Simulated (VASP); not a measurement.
# Adsorption sites of N on Co(0001), part 5 of 8

Where does N sit on Co(0001), and how strongly does it bind?

VASP 6.6.1, plane waves and PAW; the level of theory is named at each step.

Still holding for the runs below: The magnetic state follows from one typed start and may not be the lowest.

So far. Step 6 (Relaxing the atoms): Energy at zero smearing: -16.25857 eV. Step 7 (Relaxing the adsorbate, site ontop): The run ended after 22 ionic steps, 1.030 eV below its first step, once the forces on the free atoms met EDIFFG = -0.03.

## Step 8: Potential and states with the adsorbate, site ontop

Level of this step: RPBE, spin-polarised from a ferromagnetic start; plane waves and PAW (Co, N) (VASP).

A static run like the clean slab's shows how the vacuum level shifts, by charge transfer, by any dipole of the adsorbate and by the slab's own rearrangement.

INCAR

```
SYSTEM = Co12N
PREC = Normal
ENCUT = 440
EDIFF = 1E-06
NELM = 120
ISMEAR = 1
SIGMA = 0.15
LREAL = Auto
ALGO = Fast
GGA = RP
NBANDS = 90
ISPIN = 2
MAGMOM = 2 2 2 2 2 2 2 2 2 2 2 2 0
LASPH = .TRUE.
LMAXMIX = 4
LORBIT = 11
LWAVE = .FALSE.
LCHARG = .FALSE.
KPAR = 4
IDIPOL = 3
LDIPOL = .TRUE.
DIPOL = 0.5 0.5 0.513
LVHAR = .TRUE.
LVACPOTAV = .TRUE.
NEDOS = 1500
```

POSCAR

```
Co12N
1.0
    5.0237193640      0.0000000000      0.0000000000
    2.5118596820      4.3506685907      0.0000000000
    0.0000000000      0.0000000000     19.0686182875
Co N
12 1
Selective dynamics
Direct
    0.0000000000      0.0000000000      0.3933163800  F F F
    0.5000000000      0.0000000000      0.3933163800  F F F
    0.0000000000      0.5000000000      0.3933163800  F F F
    0.5000000000      0.5000000000      0.3933163800  F F F
    0.8342320343      0.3315359214      0.4969722527  T T T
    0.3333333300      0.3333333300      0.4950673409  T T T
    0.8342320343      0.8342320343      0.4969722527  T T T
    0.3315359214      0.8342320343      0.4969722527  T T T
    0.0000000000      0.0000000000      0.6141170317  T T T
    0.5006248779      0.9987502443      0.5999583211  T T T
    0.9987502443      0.5006248779      0.5999583211  T T T
    0.5006248779      0.5006248779      0.5999583211  T T T
    0.0000000000      0.0000000000      0.6963164723  T T T
```

KPOINTS

```
Automatic mesh
0
Gamma
6 6 1
0 0 0
```

The projector-augmented-wave data sets are Co and N (PBE family, release 64).

Started as:

```
> mpirun -np 4 vasp_std
```

The log of the run:

```text
[... set-up lines as in an earlier step ...]
 entering main loop
       N       E                     dE             d eps       ncg     rms          rms(c)
DAV:   1     0.840762371755E+03    0.84076E+03   -0.42952E+04  2520   0.111E+03
DAV:   2    -0.576696657124E+01   -0.84653E+03   -0.78574E+03  2528   0.283E+02
DAV:   3    -0.878239714560E+02   -0.82057E+02   -0.73067E+02  3118   0.114E+02
DAV:   4    -0.924258786353E+02   -0.46019E+01   -0.44743E+01  2754   0.263E+01
DAV:   5    -0.925113478147E+02   -0.85469E-01   -0.85420E-01  2840   0.341E+00    0.398E+01
RMM:   6    -0.119030212273E+03   -0.26519E+02   -0.14800E+02  2859   0.690E+01    0.751E+01
RMM:   7    -0.102957477151E+03    0.16073E+02   -0.58625E+01  2759   0.415E+01    0.605E+01
RMM:   8    -0.103848479412E+03   -0.89100E+00   -0.22772E+01  2821   0.260E+01    0.685E+01
RMM:   9    -0.817470736716E+02    0.22101E+02   -0.10390E+01  2864   0.175E+01    0.351E+01
RMM:  10    -0.832010101370E+02   -0.14539E+01   -0.82233E+00  2907   0.141E+01    0.505E+01
RMM:  11    -0.737180220594E+02    0.94830E+01   -0.11093E+01  2784   0.184E+01    0.195E+01
RMM:  12    -0.736756471191E+02    0.42375E-01   -0.17843E+00  2707   0.727E+00    0.128E+01
RMM:  13    -0.740073589159E+02   -0.33171E+00   -0.78828E-01  2810   0.456E+00    0.127E+01
RMM:  14    -0.749269361401E+02   -0.91958E+00   -0.64248E-01  2857   0.381E+00    0.744E+00
RMM:  15    -0.763308223247E+02   -0.14039E+01   -0.79188E-01  2925   0.367E+00    0.920E+00
RMM:  16    -0.764352366557E+02   -0.10441E+00   -0.32290E-01  2850   0.286E+00    0.527E+00
RMM:  17    -0.779321773220E+02   -0.14969E+01   -0.11642E+00  3258   0.336E+00    0.421E+00
RMM:  18    -0.785448554591E+02   -0.61268E+00   -0.38182E-01  3032   0.188E+00    0.288E+00
RMM:  19    -0.787524123276E+02   -0.20756E+00   -0.97404E-02  2925   0.960E-01    0.176E+00
RMM:  20    -0.789250729990E+02   -0.17266E+00   -0.46499E-02  2966   0.753E-01    0.148E+00
RMM:  21    -0.790942915444E+02   -0.16922E+00   -0.41177E-02  3037   0.673E-01    0.750E-01
RMM:  22    -0.791865454972E+02   -0.92254E-01   -0.18997E-02  2983   0.332E-01    0.725E-01
RMM:  23    -0.792191402943E+02   -0.32595E-01   -0.92661E-03  3024   0.256E-01    0.523E-01
RMM:  24    -0.792431074732E+02   -0.23967E-01   -0.46979E-03  3025   0.163E-01    0.449E-01
RMM:  25    -0.792610012874E+02   -0.17894E-01   -0.17985E-03  2997   0.116E-01    0.377E-01
RMM:  26    -0.792709573920E+02   -0.99561E-02   -0.83412E-04  2994   0.787E-02    0.308E-01
RMM:  27    -0.792832094439E+02   -0.12252E-01   -0.14866E-03  3124   0.897E-02    0.237E-01
RMM:  28    -0.792899778852E+02   -0.67684E-02   -0.11453E-03  3102   0.817E-02    0.162E-01
RMM:  29    -0.792920321421E+02   -0.20543E-02   -0.50797E-04  3060   0.553E-02    0.958E-02
RMM:  30    -0.792919589301E+02    0.73212E-04   -0.26795E-04  3045   0.442E-02    0.503E-02
[...]
RMM:  34    -0.792935426243E+02   -0.42079E-03   -0.12279E-05  2681   0.851E-03    0.221E-02
RMM:  35    -0.792939506811E+02   -0.40806E-03   -0.16423E-05  2730   0.758E-03    0.133E-02
RMM:  36    -0.792940211155E+02   -0.70434E-04   -0.68502E-06  2449   0.563E-03    0.602E-03
RMM:  37    -0.792940364525E+02   -0.15337E-04   -0.19220E-06  2174   0.354E-03    0.253E-03
RMM:  38    -0.792940374661E+02   -0.10136E-05   -0.59622E-07  2004   0.248E-03    0.173E-03
RMM:  39    -0.792940429323E+02   -0.54661E-05   -0.21772E-07  1874   0.193E-03    0.828E-04
RMM:  40    -0.792940513825E+02   -0.84502E-05   -0.14315E-07  1867   0.137E-03    0.106E-03
RMM:  41    -0.792940541081E+02   -0.27256E-05   -0.55327E-08  1600   0.907E-04    0.112E-03
RMM:  42    -0.792940572003E+02   -0.30922E-05   -0.80069E-08  1797   0.948E-04    0.107E-03
RMM:  43    -0.792940598661E+02   -0.26657E-05   -0.32761E-08  1359   0.691E-04    0.852E-04
RMM:  44    -0.792940610267E+02   -0.11607E-05   -0.24965E-08  1323   0.667E-04    0.657E-04
RMM:  45    -0.792940613765E+02   -0.34979E-06   -0.11997E-08  1112   0.592E-04
 [... a notice as in an earlier step ...]

   1 F= -.79294061E+02 E0= -.79285834E+02  d E =-.246809E-01  mag=    19.3186
```

Wall time 2 min (4 MPI ranks of Intel Xeon 6975P-C (Granite Rapids), shared host); peak memory 2 GiB; 7.9 min of CPU time.

Parts of OUTCAR (step 8):

```text
   NELECT =     113.0000    total number of electrons

 dipolmoment           0.000000      0.000000      0.130657 electrons x Angstroem

 E-fermi :  -0.0353

 spin component 1
 k-point     1 :       0.0000    0.0000    0.0000
  band No.  band energies     occupation
    ...
     62      -0.6301      1.00000
     63      -0.5821      1.00000
     64      -0.5821      1.00000
     65      -0.2721      1.02405
     66      -0.2721      1.02406
     67       0.1308     -0.03299
     68       0.9288     -0.00000
     69       1.1844     -0.00000
     70       1.1844     -0.00000
     71       1.7626     -0.00000
    ...

 k-point     2 :       0.1667    0.0000    0.0000
  band No.  band energies     occupation
    ...
     62      -0.7240      1.00000
     63      -0.6795      1.00000
     64      -0.6486      1.00000
     65      -0.4721      1.00015
     66      -0.1148      0.88613
     67      -0.0037      0.32575
     68       0.6856     -0.00000
     69       0.9722     -0.00000
     70       1.1981     -0.00000
     71       1.4029     -0.00000
    ...

  Total       -3.8159580     -3.8159580     -0.2011077      0.0000000      0.0000000      0.0000000
  in kB      -14.6694411    -14.6694411     -0.7731053      0.0000000      0.0000000      0.0000000
  external PRESSURE =     -10.0373292 kB  Pullay stress =       0.0000000 kB

 POSITION                                       TOTAL-FORCE (eV/Angst)
 -----------------------------------------------------------------------------------
      0.00000      0.00000      7.50000         0.000000     -0.000000     -0.084690
      2.51186      0.00000      7.50000         0.000000     -0.044521      0.020016
      1.25593      2.17533      7.50000        -0.038556      0.022260      0.020016
      3.76779      2.17533      7.50000         0.038556      0.022260      0.020016
      5.02372      1.44240      9.47657         0.000000      0.007635      0.010126
      2.51186      1.45022      9.44025         0.000000     -0.000000     -0.010369
      6.28642      3.62947      9.47657        -0.006612     -0.003817      0.010126
      3.76102      3.62947      9.47657         0.006612     -0.003817      0.010126
      0.00000      0.00000     11.71036         0.000000     -0.000000     -0.002851
      5.02372      4.34523     11.44038         0.000000     -0.004782      0.000129
      6.27494      2.17805     11.44038        -0.004141      0.002391      0.000129
      3.77250      2.17805     11.44038         0.004141      0.002391      0.000129
      0.00000      0.00000     13.27779         0.000000     -0.000000      0.007097
 -----------------------------------------------------------------------------------
    total drift:                                0.000013      0.000008      0.089324

  FREE ENERGIE OF THE ION-ELECTRON SYSTEM (eV)
  ---------------------------------------------------
  free  energy   TOTEN  =       -79.2940613765 eV

  energy  without entropy=      -79.2693804402  energy(sigma->0) =      -79.28583440

 vacuum level on the upper side and lower side of the slab         5.775         4.690

 magnetization (x)
# of ion       s       p       d       tot
------------------------------------------
    1       -0.013  -0.045   1.788   1.730
    2       -0.013  -0.048   1.793   1.732
    3       -0.013  -0.048   1.793   1.732
    4       -0.013  -0.048   1.793   1.732
    5       -0.015  -0.058   1.774   1.702
    6       -0.019  -0.063   1.783   1.700
    7       -0.015  -0.058   1.774   1.702
    8       -0.015  -0.058   1.774   1.702
    9       -0.014  -0.053   0.407   0.341
   10       -0.006  -0.027   1.849   1.816
   11       -0.006  -0.027   1.849   1.816
   12       -0.006  -0.027   1.849   1.816
   13        0.001  -0.006   0.000  -0.005
--------------------------------------------------
tot         -0.144  -0.568  20.227  19.515

[... 8 parts as in an earlier step ...]

[... 14 further parts left out ...]
```

Numbers from this step:

* electronic cycles: 45
* free energy (TOTEN): -79.2941 eV
* Fermi energy: -0.0353 eV
* dipole moment: 0, 0, 0.1307 e·Å
* vacuum levels: 5.775, 4.69 eV
* work functions of the upper and lower face: 5.810, 4.725 eV

Zero at the Fermi level. Planar average of the electrostatic potential against height:

| height (Å) | planar average of the electrostatic potential (eV) |
| --- | --- |
| 0.0 | 5.66 |
| 0.5 | 4.76 |
| 1.0 | 4.73 |
| 1.5 | 4.73 |
| 2.0 | 4.73 |
| 2.5 | 4.73 |
| 3.0 | 4.73 |
| 3.5 | 4.73 |
| 4.0 | 4.72 |
| 4.5 | 4.70 |
| 5.0 | 4.64 |
| 5.5 | 4.42 |
| 6.0 | 3.66 |
| 6.5 | 0.996 |
| 7.0 | -8.95 |
| 7.5 | -21.9 |
| 8.0 | -9.10 |
| 8.5 | -1.38 |
| 9.0 | -10.4 |
| 9.5 | -21.8 |
| 10.0 | -8.10 |
| 10.5 | -0.952 |
| 11.0 | -9.22 |
| 11.5 | -20.9 |
| 12.0 | -9.52 |
| 12.5 | 0.565 |
| 13.0 | 1.26 |
| 13.5 | 1.99 |
| 14.0 | 4.98 |
| 14.5 | 5.66 |
| 15.0 | 5.78 |
| 15.5 | 5.81 |
| 16.0 | 5.81 |
| 16.5 | 5.81 |
| 17.0 | 5.81 |
| 17.5 | 5.81 |
| 18.0 | 5.81 |
| 18.5 | 5.81 |

Density of states in the PAW spheres, an atom over height of the layer and energy from the Fermi level.

Ten even steps from '0' (0.00 states/eV) to '9' (3.74 states/eV), each cell a mean:
```
212220
312331
322320
776640
776650
544530
534640
655630
445420
344320
343321
222294
133283
122120
000000
000000
000000
000000
000000
000000
000000
000000
```
Columns: height of the layer (Å) from 7.5 to 13.3 (not evenly spaced); rows upwards: energy from the Fermi level (eV) from -7.9 to 0.5.

Force by atom:

| atom | x (eV/Å) | y (eV/Å) | z (eV/Å) | size |
| --- | --- | --- | --- | --- |
| Co1 | 0.0000 | 0.0000 | -0.0847 | 0.0847 |
| Co2 | 0.0000 | -0.0445 | 0.0200 | 0.0488 |
| Co3 | -0.0386 | 0.0223 | 0.0200 | 0.0488 |
| Co4 | 0.0386 | 0.0223 | 0.0200 | 0.0488 |
| Co5 | 0.0000 | 0.0076 | 0.0101 | 0.0127 |
| Co6 | 0.0000 | 0.0000 | -0.0104 | 0.0104 |
| Co7 | -0.0066 | -0.0038 | 0.0101 | 0.0127 |
| Co8 | 0.0066 | -0.0038 | 0.0101 | 0.0127 |
| Co9 | 0.0000 | 0.0000 | -0.0029 | 0.0029 |
| Co10 | 0.0000 | -0.0048 | 0.0001 | 0.0048 |
| Co11 | -0.0041 | 0.0024 | 0.0001 | 0.0048 |
| Co12 | 0.0041 | 0.0024 | 0.0001 | 0.0048 |
| N13 | 0.0000 | 0.0000 | 0.0071 | 0.0071 |

The map of layer states is cut here 0.5 eV above the Fermi level, so it leaves out the states above that.

At the end the adsorbate's closest contact with the slab is N-Co at 1.57 Å, nearly straight above the slab's atom, and its lowest atom lies 1.57 Å above the highest atom of the slab.

The vacuum level lies 5.81 eV above the Fermi level at the upper face; the two faces differ by 1.08 eV, the step that the slab's dipole of 0.131 e·Å makes.

VASP counts the dipole in electrons times Å, so a positive number points the physical dipole along −c.

The program found no field-free point at its default tolerance, but its printed level agrees with the flat part of the planar average.

On this mesh the fine structure of the density of states is sampling noise, and high empty states may be cut by the number of bands.

## Step 9: Relaxing the adsorbate, site bridge

INCAR: that of step 8 with these lines changed.

```diff
@@ -3,3 +3,3 @@
 ENCUT = 440
-EDIFF = 1E-06
+EDIFF = 1E-05
 NELM = 120
@@ -19,7 +19,10 @@
 KPAR = 4
+IBRION = 2
+NSW = 50
+ISIF = 2
+EDIFFG = -0.03
+POTIM = 0.4
+MAXMIX = 40
 IDIPOL = 3
 LDIPOL = .TRUE.
-DIPOL = 0.5 0.5 0.513
-LVHAR = .TRUE.
-LVACPOTAV = .TRUE.
-NEDOS = 1500
+DIPOL = 0.5 0.5 0.512
```

POSCAR

```
Co12N
1.0
    5.0237193640      0.0000000000      0.0000000000
    2.5118596820      4.3506685907      0.0000000000
    0.0000000000      0.0000000000     19.0686182875
Co N
12 1
Selective dynamics
Direct
    0.0000000000      0.0000000000      0.3933163800  F F F
    0.5000000000      0.0000000000      0.3933163800  F F F
    0.0000000000      0.5000000000      0.3933163800  F F F
    0.5000000000      0.5000000000      0.3933163800  F F F
    0.8333333300      0.3333333300      0.4979196800  T T T
    0.3333333300      0.3333333300      0.4979196800  T T T
    0.8333333300      0.8333333300      0.4979196800  T T T
    0.3333333300      0.8333333300      0.4979196800  T T T
    0.0000000000      0.0000000000      0.6029254200  T T T
    0.5000000000      0.0000000000      0.6029254200  T T T
    0.0000000000      0.5000000000      0.6029254200  T T T
    0.5000000000      0.5000000000      0.6029254200  T T T
    0.2500000000      0.0000000000      0.6763444800  T T T
```

KPOINTS is that of step 8.

Started as:

```
> mpirun -np 4 vasp_std
```

The log of the run:

```text
[... set-up lines as in an earlier step ...]
 entering main loop
       N       E                     dE             d eps       ncg     rms          rms(c)
DAV:   1     0.838794355561E+03    0.83879E+03   -0.42868E+04  4680   0.111E+03
DAV:   2    -0.657147792144E+01   -0.84537E+03   -0.78326E+03  4690   0.283E+02
DAV:   3    -0.886939999662E+02   -0.82123E+02   -0.72421E+02  5734   0.115E+02
DAV:   4    -0.935880196433E+02   -0.48940E+01   -0.47557E+01  5134   0.271E+01
[...]
RMM:  38    -0.801598708243E+02   -0.29307E-04   -0.30617E-06  2832   0.442E-03    0.639E-03
RMM:  39    -0.801598830784E+02   -0.12254E-04   -0.16538E-06  2645   0.328E-03    0.367E-03
RMM:  40    -0.801598856052E+02   -0.25269E-05   -0.56665E-07  2240   0.251E-03
   1 F= -.80159886E+02 E0= -.80153069E+02  d E =-.801599E+02  mag=    19.9413
[... from here on, the cycles between the ionic steps are left out ...]
   2 F= -.80656899E+02 E0= -.80653646E+02  d E =-.497013E+00  mag=    18.5873
   4 F= -.80730452E+02 E0= -.80728539E+02  d E =-.647109E-01  mag=    18.5666
   7 F= -.80759715E+02 E0= -.80759442E+02  d E =-.661033E-02  mag=    18.6105
  10 F= -.80774898E+02 E0= -.80775053E+02  d E =-.100758E-01  mag=    18.5782
  13 F= -.80780077E+02 E0= -.80780333E+02  d E =-.313041E-02  mag=    18.5923
  16 F= -.80804465E+02 E0= -.80805412E+02  d E =-.648149E-02  mag=    18.5059
  19 F= -.80900052E+02 E0= -.80900238E+02  d E =-.102069E+00  mag=    18.2739
  22 F= -.80922924E+02 E0= -.80923135E+02  d E =-.124941E+00  mag=    18.3606
  25 F= -.80929845E+02 E0= -.80930165E+02  d E =-.661700E-02  mag=    18.2750
  28 F= -.80954841E+02 E0= -.80955321E+02  d E =-.243871E-01  mag=    18.2670
  31 F= -.80981046E+02 E0= -.80981971E+02  d E =-.505921E-01  mag=    18.0101
  34 F= -.81092135E+02 E0= -.81093923E+02  d E =-.690142E-01  mag=    18.1262
  37 F= -.81172594E+02 E0= -.81175869E+02  d E =-.149473E+00  mag=    18.1591
  40 F= -.81210917E+02 E0= -.81215633E+02  d E =-.383231E-01  mag=    18.1577
  41 F= -.81230592E+02 E0= -.81234844E+02  d E =-.579988E-01  mag=    18.1474
[...]
hard stop encountered!  aborting job ...
[...]
|     The electronic self-consistency was not achieved in the given           |
[...]
soft stop encountered!  aborting job ...
  42 F= -.81237338E+02 E0= -.81241402E+02  d E =0.121917E-01  mag=    18.1661
 deleting file STOPCAR
```

The job ended after 40 min (4 MPI ranks; peak memory 2.8 GiB).

Step by step (22 of 41):

| step | energy less that of the first step (eV) | largest force (eV/Å) |
| --- | --- | --- |
| 1 | 0.0000 | 3.5428 |
| 3 | -0.5059 | 0.9779 |
| 5 | -0.5905 | 0.3333 |
| 7 | -0.5998 | 0.2061 |
| 9 | -0.6082 | 0.3092 |
| 11 | -0.6142 | 0.3212 |
| 12 | -0.6171 | 0.1870 |
| 14 | -0.6287 | 0.2671 |
| 16 | -0.6446 | 0.4801 |
| 18 | -0.7193 | 0.9031 |
| 20 | -0.7550 | 0.9721 |
| 22 | -0.7630 | 0.9236 |
| 24 | -0.7672 | 0.8325 |
| 26 | -0.7706 | 0.8080 |
| 28 | -0.7950 | 0.7430 |
| 30 | -0.8586 | 0.8934 |
| 31 | -0.8212 | 2.1275 |
| 33 | -0.8821 | 1.0761 |
| 35 | -0.9957 | 0.5891 |
| 37 | -1.0127 | 0.5382 |
| 39 | -1.0656 | 0.2727 |
| 41 | -1.0707 | 0.2672 |

The atoms that moved most (Å):

| atom | dx | dy | dz | length |
| --- | --- | --- | --- | --- |
| N13 | 0.000 | -0.595 | -0.427 | 0.733 |
| Co11 | 0.000 | 0.132 | -0.106 | 0.169 |
| Co10 | 0.038 | 0.137 | 0.037 | 0.147 |
| Co9 | -0.038 | 0.137 | 0.037 | 0.147 |
| Co7 | 0.000 | 0.085 | -0.031 | 0.091 |
| Co12 | 0.000 | 0.081 | 0.034 | 0.088 |
| Co5 | 0.019 | 0.057 | -0.013 | 0.062 |
| Co6 | -0.019 | 0.057 | -0.013 | 0.062 |

Final coordinates:

```
Co N
1.0
     5.02372    0.00000    0.00000
     2.51186    4.35067    0.00000
     0.00000    0.00000   19.06862
Co N
12 1
Cartesian
  0.0000 0.0000 7.5000
  2.5119 0.0000 7.5000
  1.2559 2.1753 7.5000
  3.7678 2.1753 7.5000
  5.0423 1.5075 9.4817
  2.4933 1.5075 9.4817
  6.2796 3.7109 9.4636
  3.7678 3.6655 9.4624
  -0.0380 0.1373 11.5337
  2.5499 0.1373 11.5337
  1.2559 2.3071 11.3912
  3.7678 2.2561 11.5308
  1.2559 -0.5953 12.4697
```

The stop cut the electronic loop of the last step short, so that step is set aside; the step before it may be unsound too where the loop had begun to diverge.

The run met its time limit with a largest force of 0.27 eV/Å at its last finished step, so it is continued.

(Continued in part 6 of 8.)

[Lines on the potential files, build, host, timing and source positions are cut from VASP's logs without a mark.]

[Logs are printed without paths, hosts, clocks, repeated set-up lines and the standing remarks that a program may print on its own settings, such as how far it seeks lower states.]

[Hosts, paths, dates, database ids (printed as entryN), source tags and the programs' standing remarks are cut or masked in the printed files.]

[Runs that stopped without an error message from VASP are left out.]
